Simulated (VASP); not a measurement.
Be3Se2O:

```
CELL_PARAMETERS angstrom
5.07805 -2.87196 0.00000
5.07805 2.87196 0.00000
0.00000 0.00000 5.44496
ATOMIC_POSITIONS crystal
Be 0.83864 0.42921 0.41356
Be 0.57079 0.16137 0.41356
Be 0.10951 0.89049 0.32768
Be 0.42921 0.83864 0.91356
Be 0.16137 0.57079 0.91356
Be 0.89049 0.10951 0.82768
Se 0.83503 0.48402 0.00722
Se 0.48402 0.83503 0.50723
Se 0.16497 0.51598 0.50723
Se 0.51598 0.16497 0.00722
O 0.85344 0.14656 0.49999
O 0.14656 0.85344 0.99999
```

The cell was built by a generator and needn't be a form met in nature.

Base run:

* Program: VASP 6.6.1
* Functional: PBE
* Potentials or basis: VASP PAW PBE potentials, release 64 (Be, Se, O)
* Cutoff: 520 eV
* k mesh: 6 × 6 × 6
* Occupations: gaussian, width 0.03 eV
* Spin: no spin polarisation

Its results: band gap on the k mesh 3.00 eV, indirect (least direct gap 3.27 eV); pressure 0.0 GPa; largest force 0.005 eV/Å.

Problem. The run is repeated on the same cell with these changes: functional from PBE to PBEsol. What comes out?

Solution. Band gap on the k mesh 2.89 eV, indirect (least direct gap 3.17 eV); pressure -2.6 GPa; largest force 0.055 eV/Å.

PBEsol binds more tightly than PBE, so the same cell stands under less pressure.

Caveats: the PAW data sets were made with another functional, which shifts forces and pressure a little (some runs).
